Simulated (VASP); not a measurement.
Input:

```cif
data_V2
_chemical_formula_sum 'V2'
_space_group_name_H-M_alt 'Im-3m'
_space_group_IT_number 229
_space_group_name_Hall '-I 4 2 3'
_cell_length_a 2.98777
_cell_length_b 2.98777
_cell_length_c 2.98777
_cell_angle_alpha 90.000
_cell_angle_beta 90.000
_cell_angle_gamma 90.000
loop_
_atom_site_label
_atom_site_type_symbol
_atom_site_symmetry_multiplicity
_atom_site_Wyckoff_symbol
_atom_site_fract_x
_atom_site_fract_y
_atom_site_fract_z
_atom_site_occupancy
V1 V 2 a 0.00000 0.00000 0.00000 1
```
(The calculation used a cell of 1 atom; values per cell refer to that cell.)

Calculation: r2SCAN meta-GGA, VASP's PBE PAW potentials (set 64) (plane waves; VASP). Settings: 520 eV cut-off, 17×17×17 Γ-centred mesh, first-order Methfessel-Paxton smearing of 0.10 eV, potentials V_sv.

Question: Give the energy at these volumes per atom, relative to the lowest: 12.48, 12.88, 13.28, 13.68, 14.08 Å³.

Answer: 36.5, 9.8, 0.0, 5.1, 23.1 meV/atom. A third-order Birch-Murnaghan fit gives B0 = 195 GPa and B0′ = 3.5.

Measured: bulk modulus 161 GPa at 0 K (computed value off by +21.4 %), as given by H. Levämäki et al., Physical Review B (2014), arXiv:1402.3671 [corrected for temperature and zero-point phonon effects]; a 3.021 Å at 0 K (computed value off by -1.1 %), as given by Daniel Mejia-Rodriguez et al., Physical Review B (2018), arXiv:1807.09216 [static lattice: zero-point anharmonic expansion removed].

The compound is V in the bcc structure. It was relaxed first. The run is not spin-polarised, so no magnetic state was tried.
